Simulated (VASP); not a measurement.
A VASP calculation is set up with these files.

File KPOINTS:
```
K-points
0
G
  12 12 9
```

### POSCAR
```
HfB2
1
    1.5074186635    -2.6109259685     0.0000000000
    1.5074186635     2.6109259685     0.0000000000
    0.0000000000     0.0000000000     3.3197894781
Hf B
1 2
Direct
  0.0000000000   0.0000000000   0.0000000000
  0.3333330000   0.6666670000   0.5000000000
  0.6666670000   0.3333330000   0.5000000000
```

### INCAR
```
SYSTEM = HfB2
PREC = Accurate
ENCUT = 620
EDIFF = 1E-6
NELM = 100
ALGO = Normal
LREAL = .FALSE.
LASPH = .TRUE.
ISMEAR = 1
SIGMA = 0.1
LMAXMIX = 6
LWAVE = .FALSE.
LCHARG = .FALSE.
IBRION = 2
ISIF = 3
NSW = 40
EDIFFG = -0.02
PSTRESS = 450
```

POTCAR, in this order: Hf_pv B (LDA.64 set). Program: vasp_std.

Write an equivalent input for Ansatz.

One equivalent input (not run):
Ansatz 0.2 input:
```yaml
crystal:
  lattice:
    - [1.5074187, -2.6109260, 0.0000000]
    - [1.5074187, 2.6109260, 0.0000000]
    - [0.0000000, 0.0000000, 3.3197895]
  atoms:
    - { symbol: Hf, position: [0.0000000, 0.0000000, 0.0000000] }
    - { symbol: B, position: [0.3333330, 0.6666670, 0.5000000] }
    - { symbol: B, position: [0.6666670, 0.3333330, 0.5000000] }
kpoints:
  mp_grid: { grid: [12, 12, 9] }
hamiltonian:
  xc: lda
  pseudopotentials: { kind: paw }
scf:
  occupations: { method: methfessel_paxton, width: 0.1 }
  max_iter: 100
relax:
  max_steps: 40
  f_tol: 0.02
  cell: { p_target: 45 }
output: { forces: true, stress: true, eigenvalues: true }
```
Limits of the translation: each code has its own PAW files, so the cut-off isn't converted (ENCUT is set for VASP's; basis.ecutwfc is left out, and Ansatz then takes the one that its files recommend); Ansatz stops its SCF on the density residual and VASP on the energy change (EDIFF); Ansatz's lda is the Perdew-Wang form, while the LDA potentials of VASP carry Perdew-Zunger's.

The compound is HfB2 in the AlB2 type structure. This run relaxes it under an external pressure of 45 GPa. Symmetry was kept, so distortions that lower it aren't found.
